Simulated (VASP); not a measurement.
## ZrF2: single point with PBE+U

The system is ZrF2, a sheet with vacuum.

```
Zr F
1.0
     2.98876    0.00000    0.00000
    -1.49438    2.58834    0.00000
     0.00000    0.00000   29.71320
Zr F
1 2
Direct
  0.00000 0.00000 0.26924
  0.66667 0.33333 0.21936
  0.33333 0.66667 0.31912
```

The cell was built by a generator and needn't be a form met in nature.

* Program: VASP 6.6.1
* Task: single point
* Functional: PBE
* Potentials or basis: VASP PAW PBE potentials, release 64 (Zr_sv, F)
* Cutoff: 520 eV
* k mesh: 10 × 10 × 1
* Occupations: fermi-dirac, width 0.05 eV
* Spin: no spin polarisation
* Hubbard terms: Zr d U = 3 eV
* Dipole correction: yes
* Further INCAR settings: ALGO = Normal; EDIFF = 1e-06

The largest force is 0.364 eV/Å. The band gap on the k mesh is 0.06 eV, indirect (least direct gap 0.77 eV) and the ionisation potential of the upper face is 4.79 eV.

Forces on the atoms (eV/Å):
```
Zr   0.000  0.000  0.000
F    0.000  0.000 -0.364
F    0.000  0.000  0.364
```

Levels at points of the mesh, in eV from the valence-band top:
```tsv
k point	band 10	band 11	band 12	band 13	band 14	band 15	band 16	band 17
(0.00, 0.00, 0.00)	-6.77	-6.19	-6.19	-1.44	0.90	0.90	1.99	3.93
(0.50, 0.00, 0.00)	-7.01	-6.59	-6.41	-2.10	3.27	3.80	4.21	5.33
(0.50, 0.50, 0.00)	-7.01	-6.59	-6.41	-2.10	3.27	3.80	4.21	5.33
```

Eigenvalues of the final occupation matrices:
```tsv
site	spin	trace	eigenvalues
site 1 d	1	0.84	0.09 0.09 0.19 0.24 0.24
site 1 d	2	0.84	0.09 0.09 0.19 0.24 0.24
```

Run time: 3.7 min on 1 thread of Intel(R) Xeon(R) Platinum 8375C CPU @ 2.90GHz (Ice Lake), on a shared host, peak memory 0.4 GiB.
